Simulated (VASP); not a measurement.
A calculation with VASP 6.6.1 of ScSi2 (ASE script, Cartesian positions):

run.py

```python
from ase.calculators.vasp import Vasp
from ase.dft.bandgap import bandgap
from ase.io import read

atoms = read('ScSi2.xyz')
calc = Vasp(
    directory='calc',
    xc='pbesol',
    pp='PBE',
    setups='materialsproject',
    prec='Accurate',
    encut=520,
    ediff=1e-06,
    ismear=0,
    sigma=0.02,
    lreal=False,
    lasph=True,
    nelm=100,
    algo='Normal',
    isif=2,
    lwave=False,
    lcharg=False,
    kpts=[8, 8, 7],
    gamma=True,
    nbands=16,
)
atoms.calc = calc

print('energy (eV):', atoms.get_potential_energy())
print('free energy (eV):', atoms.get_potential_energy(force_consistent=True))
print('forces (eV/A):')
print(atoms.get_forces())
print('stress (eV/A^3, Voigt):', atoms.get_stress())
print('Fermi level (eV):', calc.get_fermi_level())
gap, top, bottom = bandgap(calc)
print('band gap (eV):', gap, 'from (spin, k, band)', top, 'to', bottom)
```

File ScSi2.xyz:

```xyz
3
Lattice="3.6600000000 0.0000000000 0.0000000000 -1.8300000000 3.1696529779 0.0000000000 0.0000000000 0.0000000000 3.8700000000" Properties=species:S:1:pos:R:3 pbc="T T T"
Sc     0.0000000000      0.0000000000      0.0000000000
Si     1.8300000002      1.0565509925      1.9350000000
Si    -0.0000000002      2.1131019854      1.9350000000
```

Potentials or basis: VASP PAW PBE potentials, release 64 (Sc_sv, Si).

The run is started by

```console
$ python run.py
```

Q: Write the same calculation in another form: native input, structure from a POSCAR.

A: As run:

Contents of INCAR:

```
SYSTEM = ScSi2
PREC = Accurate
ENCUT = 520
EDIFF = 1E-7
ISMEAR = 0
SIGMA = 0.02
LREAL = .FALSE.
LASPH = .TRUE.
NELM = 100
ALGO = Fast
ISIF = 2
LWAVE = .FALSE.
LCHARG = .FALSE.
GGA = PS
NBANDS = 16
```

Contents of KPOINTS:

```
Automatic mesh
0
G
  8 8 7
  0 0 0
```

The input POSCAR:

```
ScSi2
3.66
    1.000000000000      0.000000000000      0.000000000000
   -0.500000000000      0.866025403798      0.000000000000
    0.000000000000      0.000000000000      1.057377049180
Sc Si
1 2
Direct
    0.0000000000      0.0000000000      0.0000000000
    0.6666666667      0.3333333333      0.5000000000
    0.3333333333      0.6666666667      0.5000000000
```

Potentials or basis: VASP PAW PBE potentials, release 64 (Sc_sv, Si).

Command:

```bash
$ cat potpaw_PBE.64/Sc_sv/POTCAR potpaw_PBE.64/Si/POTCAR > POTCAR
$ mpirun -np 1 vasp_std > vasp.out
```

Both were run:

|  | ASE script, Cartesian positions | native input, structure from a POSCAR |
| --- | --- | --- |
| Pressure | 22.0 GPa | 22.0 GPa |
| Band gap on the k mesh | none (metal or under the smearing width) | none (metal or under the smearing width) |

Keys that steer only the numerical path or the files written may differ.

Caveat: so large a pressure means that the cell lies far from this level's equilibrium, or that cutoff or potentials fall short; the potentials were made for another functional, which shifts forces and pressure.
